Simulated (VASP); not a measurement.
Runs of VASP 6.6.1 on K. It takes space group Im-3m (No. 229, cubic). The conventional cell has a = 5.236 Å, b = 5.236 Å, c = 5.236 Å, α = 90.00°, β = 90.00°, γ = 90.00°. 

| task | level | potentials or basis | cell | cutoff (eV) | gap on the mesh (eV) | pressure (GPa) | relaxed volume (Å³/atom) |
| --- | --- | --- | --- | --- | --- | --- | --- |
| relaxation of cell and atoms | PBE | VASP PAW PBE potentials, release 64 (K_sv) | relaxed | 600 | none | 0.0 | 73.69 |
| relaxation of cell and atoms | LDA | VASP PAW LDA potentials, release 64 (K_sv) | relaxed | 600 | none | 0.0 | 64.24 |
| relaxation of cell and atoms | PBEsol | VASP PAW PBE potentials, release 64 (K_sv) | relaxed | 300 | none | 0.0 | (a) |
| relaxation of cell and atoms | PBEsol | VASP PAW PBE potentials, release 64 (K_sv) | relaxed | 600 | none | 0.0 | 70.98 |
| single point | PBEsol | VASP PAW PBE potentials, release 64 (K_sv) | as given | 520 | none | (b) | - |

Alike in all rows: no spin polarisation; k mesh 12 × 12 × 12; smearing gaussian 0.1 eV.

Problem. Estimate the missing entries.

Solution. (a) 69.00; (b) -0.1.

Caveats: the PAW data sets were made with another functional, which shifts forces and pressure a little (some runs); the volume moved by -10 % from the deposited cell, more than functionals usually miss (some runs); the cutoff is under 1.25 times the usual one of these potentials, so pressure, stress and relaxed cells hold a basis-set (Pulay) error (some runs).

A gap of «none» marks a metal or a gap under the smearing width.
